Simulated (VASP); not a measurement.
Input:

```
MoS2
1.0
    1.57079    -2.72070     0.00000
    1.57079     2.72070     0.00000
    0.00000     0.00000    12.69923
Mo S
2 4
Direct
  0.33333   0.66667   0.25000
  0.66667   0.33333   0.75000
  0.33333   0.66667   0.87099
  0.66667   0.33333   0.37099
  0.66667   0.33333   0.12901
  0.33333   0.66667   0.62901
```

Calculation: SCAN meta-GGA, VASP's PBE PAW potentials (set 64) (plane waves; VASP). Settings: 520 eV cut-off, 8×8×2 Γ-centred mesh, Gaussian smearing of 0.050 eV, potentials Mo_sv S.

Problem. The ions and cell shape at fixed volume are relaxed. Predict the relaxed structure.

Solution. 
```
MoS2
1.0
    1.58345    -2.74262     0.00000
    1.58345     2.74262     0.00000
    0.00000     0.00000    12.49698
Mo S
2 4
Direct
  0.33333   0.66667   0.25000
  0.66667   0.33333   0.75000
  0.33333   0.66667   0.87426
  0.66667   0.33333   0.37426
  0.66667   0.33333   0.12574
  0.33333   0.66667   0.62574
```
Space group P6_3/mmc (194), at a tolerance of 0.03 Å.

Problem. How much energy does the relaxation gain?

Solution. The energy (σ→0) changes by -6.8 meV/atom, in 9 ionic steps.

```tsv
step	E(σ→0) (eV)	max force (eV/Å)	pressure (GPa)	volume (Å³)
1	-113.8770	0.544	4.92	108.54
2	-113.9006	0.047	2.16	108.54
3	-113.9012	0.029	2.53	108.54
4	-113.9139	0.031	1.72	108.54
5	-113.9177	0.025	0.91	108.54
6	-113.9178	0.026	1.01	108.54
7	-113.9178	0.026	0.98	108.54
8	-113.9178	0.022	0.75	108.54
9	-113.9178	0.003	0.87	108.54
```

The compound is MoS2 in the 2H layered structure. This cell is one point of a volume scan, at 0.97 of the reference volume. Symmetry was kept, so distortions that lower it aren't found.
